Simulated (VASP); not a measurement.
Here is a VASP 6.6.1 calculation.

The input INCAR:

```
SYSTEM = Be3Te2O
PREC     = Accurate       ! precision mode
ENCUT    = 520            ! plane-wave cutoff, eV
EDIFF    = 1E-7           ! SCF threshold, eV
ISMEAR   = 0              ! smearing method
SIGMA    = 0.1            ! smearing width, eV
LREAL    = .FALSE.        ! projectors in reciprocal space
LASPH    = .TRUE.         ! aspherical terms in the spheres
NELM     = 120            ! most SCF steps
ALGO     = Normal         ! electronic algorithm
ISIF     = 3              ! what is computed and relaxed
LWAVE    = .FALSE.        ! write WAVECAR
LCHARG   = .FALSE.        ! write CHGCAR
GGA      = PE             ! functional
IBRION   = 2              ! ionic algorithm
NSW      = 60             ! ionic steps
EDIFFG   = -0.005         ! ionic threshold
POTIM    = 0.3            ! step
KPAR     = 8
```

KPOINTS

```
regular mesh
0
G
  10 10 10
  0 0 0
```

Contents of POSCAR:

```
Be3Te2O                                 
1.0
   -1.8599793108      5.4973581776      2.4354020951
    1.8599793108     -5.4973581776      2.4354020951
    1.8599793108      5.4973581776     -2.4354020951
  Be              Te              O             
     3     2     1
Direct
     0.9356795933742315    0.8125719987426619    0.1231075946315696
     0.6894644041110995    0.8125719987426619    0.8768924053684305
     0.1586867407940688    0.6586867407940689    0.5000000000000000
     0.6643452258781912    0.0029409319203175    0.6614043039578745
     0.3415366279624430    0.0029409319203175    0.3385956960421254
     0.9905094478799642    0.9905094478799642    0.0000000000000000
```

Potentials or basis: VASP PAW PBE potentials, release 64 (Be, Te, O).

The run is started by

```console
$ cat potpaw_PBE.64/Be/POTCAR potpaw_PBE.64/Te/POTCAR potpaw_PBE.64/O/POTCAR > POTCAR
$ mpirun -np 8 vasp_std > vasp.out
```

(1) Estimate the relaxed volume.

(2) Estimate the space group after relaxing (to 0.05 Å).

(3) Predict the relaxed cell.

Results:

(1) 16.61 Å³/atom.

(2) Imm2 (No. 44).

(3) a = 6.294 Å, b = 6.294 Å, c = 6.294 Å, α = 145.61°, β = 58.27°, γ = 134.48°.
